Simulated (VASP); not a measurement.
Given:

```
CELL_PARAMETERS angstrom
      3.80203     0.00000     0.00000
      0.00000     3.80203     0.00000
      0.00000     0.00000     3.80203
ATOMIC_POSITIONS crystal
  Cd 0.00000 0.00000 0.00000
  Ni 0.50000 0.50000 0.00000
  Ni 0.00000 0.50000 0.50000
  Ni 0.50000 0.00000 0.50000
  N  0.50000 0.50000 0.50000
```

Level of theory: PBEsol GGA, VASP's PBE PAW potentials (set 64) (plane waves; VASP 6.6.1). Run with 520 eV cut-off, 9×9×9 Γ-centred mesh, tetrahedra with Blöchl corrections, potentials Cd Ni N.

### Question
Estimate the energy per atom (σ→0), band gap (on the k-mesh) with the smallest direct gap where there is one.

### Answer

band gap (on the k-mesh): none (metal, semimetal or under 0.01 eV)
energy per atom (σ→0): -5.793 eV/atom

The absolute energy has meaning only against runs of the same code, potentials and settings.

The structure comes from a computed database's CdNi3N entry (Pm-3m); how it stands against other phases isn't given here. It was relaxed first. The run is not spin-polarised, so no magnetic state was tried. The electron count is odd and the run is not spin-polarised, which forces a metal.
